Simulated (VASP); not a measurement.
Here is a VASP 6.6.1 calculation.

Contents of INCAR:

```
PREC     = Accurate       # precision mode
ENCUT    = 520            # plane-wave cutoff, eV
EDIFF    = 1E-6           # SCF threshold, eV
ISMEAR   = 0              # smearing method
SIGMA    = 0.1            # smearing width, eV
LREAL    = F              # projectors in reciprocal space
LASPH    = T              # aspherical terms in the spheres
NELM     = 100            # most SCF steps
ALGO     = Fast           # electronic algorithm
ISIF     = 2              # what is computed and relaxed
LWAVE    = F              # write WAVECAR
LCHARG   = F              # write CHGCAR
GGA      = PE             # functional
NBANDS   = 62             # bands
```

File KPOINTS:

```
Automatic mesh
0
Gamma
  4 4 1
```

Contents of POSCAR:

```
Ca3Zn2P4Pb2
1.0
    4.2452150000     -0.0566900000      0.0133610000
   -2.1717020000      3.7610990000     -0.0322540000
    0.0483690000     -0.1069060000     15.3641600000
Pb Ca Zn P
2 3 2 4
Direct
    0.2844900552      0.6210892146      0.1362905971
    0.7082075057      0.3123109579      0.8690732794
    0.9356766023      0.9650005320      1.0050701472
    0.0093954135      0.0266492594      0.2807314564
    1.0416234480      0.9574492011      0.7136980112
    0.3815042127      0.6963801202      0.5677333331
    0.6379403630      0.3108795987      0.4209689687
    0.4298906170      0.7270550249      0.8789256727
    0.5890812593      0.3111102605      0.1353382701
    0.2369838304      0.5601741175      0.4160917040
    0.7221948461      0.3811586673      0.6030649021
```

Potentials or basis: VASP PAW PBE potentials, release 64 (Pb_d, Ca_sv, Zn, P).

Command:

```sh
$ cat potpaw_PBE.64/Pb_d/POTCAR potpaw_PBE.64/Ca_sv/POTCAR potpaw_PBE.64/Zn/POTCAR potpaw_PBE.64/P/POTCAR > POTCAR
$ mpirun -np 1 vasp_std > vasp.out
```

**Question.** Predict the pressure.

**Answer.** 10.2 GPa.

**Question.** Predict the band gap on the k mesh.

**Answer.** None (metal or under the smearing width).

**Question.** Estimate the largest force.

**Answer.** 5.621 eV/Å.

Forces in eV/Å, atoms in the order of the input:
```
Pb  -2.513  1.863  0.433
Pb  -0.298  5.429 -1.425
Ca   1.119  0.110  0.657
Ca  -0.105 -0.629  0.408
Ca  -0.141  0.561  0.225
Zn   0.090  0.091 -0.091
Zn  -1.285 -0.906  0.699
P   -0.640 -5.536 -0.059
P    2.364 -1.555  0.129
P    1.648  1.491 -1.076
P   -0.237 -0.919  0.099
```

Caveat: the k mesh is coarse (spacing up to 0.43 Å⁻¹), so the values aren't converged; forces of over 1 eV/Å show positions far from the minimum, so gaps and moduli don't describe the material at rest. The run has no spin-orbit coupling, so splittings on Pb are missing.
